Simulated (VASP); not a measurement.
Level of theory: PBE GGA, VASP's PBE PAW potentials (set 64) (plane waves; VASP 6.6.1).

The input files of a VASP run:

INCAR:
```
ALGO = Normal
EDIFF = 1E-2
ENCUT = 400
GGA = PE
ISIF = 2
ISMEAR = 1
LASPH = T
LCHARG = F
LMAXMIX = 6
LREAL = F
LWAVE = F
NELM = 100
PREC = Accurate
SIGMA = 0.1
SYSTEM = AuZn
```

KPOINTS:
```
Automatic mesh
0
Gamma
10 11 10
0 0 0
```

**POSCAR**
```
AuZn
1
    3.1968130000     0.0000000000     0.0000000000
    0.0000000000     3.0925390000     0.0000000000
    0.0000000000     0.0000000000     3.2034120000
Zn Au
1 1
Direct
  0.5000000000   0.5000000000   0.5000000000
  0.0251430000   0.0000000000   0.0000000000
```

POTCAR, in this order: Zn Au (PBE.64 set). Program: vasp_std.

Output of the run:

OSZICAR:
```
       N       E                     dE             d eps       ncg     rms          rms(c)
DAV:   1     0.108467383727E+03    0.10847E+03   -0.10048E+04  6711   0.165E+03
DAV:   2    -0.188063248472E+01   -0.11035E+03   -0.10694E+03  6760   0.302E+02
DAV:   3    -0.516330532194E+01   -0.32827E+01   -0.32724E+01  7971   0.627E+01
DAV:   4    -0.518235608193E+01   -0.19051E-01   -0.19050E-01  7481   0.413E+00
DAV:   5    -0.518255542633E+01   -0.19934E-03   -0.19934E-03  6124   0.459E-01    0.826E+00
DAV:   6    -0.476639139103E+01    0.41616E+00   -0.14525E+00  6606   0.144E+01    0.528E+00
DAV:   7    -0.474070727034E+01    0.25684E-01   -0.31201E-02  6317   0.398E+00    0.281E+00
DAV:   8    -0.473280023719E+01    0.79070E-02   -0.14740E-02  3698   0.145E+00
   1 F= -.47328002E+01 E0= -.47327901E+01  d E =-.302633E-04
```

### OUTCAR
```
------------------------ aborting loop because EDIFF is reached ----------------------------------------
  FORCE on cell =-STRESS in cart. coord.  units (eV):
  Direction    XX          YY          ZZ          XY          YZ          ZX
  --------------------------------------------------------------------------------------
  Total        0.1328749      0.2586103      0.1536341      0.0000000      0.0000000      0.0000000
  in kB        6.7221534     13.0831180      7.7723636      0.0000000      0.0000000      0.0000000
  external PRESSURE =       9.1925450 kB  Pullay stress =       0.0000000 kB
  volume of cell :       31.67
      direct lattice vectors                 reciprocal lattice vectors
     3.196813000  0.000000000  0.000000000     0.312811541  0.000000000  0.000000000
     0.000000000  3.092539000  0.000000000     0.000000000  0.323358897  0.000000000
     0.000000000  0.000000000  3.203412000     0.000000000  0.000000000  0.312167152
 POSITION                                       TOTAL-FORCE (eV/Angst)
 -----------------------------------------------------------------------------------
      1.59841      1.54627      1.60171         0.289722      0.000000      0.000000
      0.08038      0.00000      0.00000        -0.289722      0.000000      0.000000
 -----------------------------------------------------------------------------------
    total drift:                                0.002891      0.000000     -0.000000
  FREE ENERGIE OF THE ION-ELECTRON SYSTEM (eV)
  ---------------------------------------------------
  free  energy   TOTEN  =        -4.7328002372 eV

  energy  without entropy=       -4.7327699739  energy(sigma->0) =       -4.73279015
```
(Selected blocks of OUTCAR.)

The compound is AuZn in the CsCl type structure. The cell was not relaxed at this level, atoms are displaced from their ideal sites. The run is one of a series of settings (EDIFF = 1E-2 against the base run), some of them coarse on purpose. The electron count is odd and the run is not spin-polarised, which forces a metal.
